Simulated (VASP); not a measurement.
Given:

```
GaSb
1.0
    0.00000     3.11100     3.11100
    3.11100     0.00000     3.11100
    3.11100     3.11100     0.00000
Ga Sb
1 1
Direct
  0.00000   0.00000   0.00000
  0.25000   0.25000   0.25000
```

The numbers are results of PBE GGA, VASP's PBE PAW potentials (set 64) (plane waves; VASP), not measurements. Run with 400 eV cut-off, 1×1×1 Γ-centred mesh, Gaussian smearing of 0.050 eV, potentials Ga_d Sb.

Question: What does the run give for the energy per atom (σ→0), pressure?

Answer: 
- energy per atom (σ→0): 4.153 eV/atom
- pressure: 68.73 GPa

The absolute energy has meaning only against runs of the same code, potentials and settings.

The compound is GaSb in the zinc blende structure. The cell was not relaxed at this level. The k-mesh is coarse (spacing up to 1.75 per Å, 2π included), so the numbers may not be converged in it. The run is one of a series of settings (KPOINTS 1×1×1 Γ-centred mesh against the base run), some of them coarse on purpose.
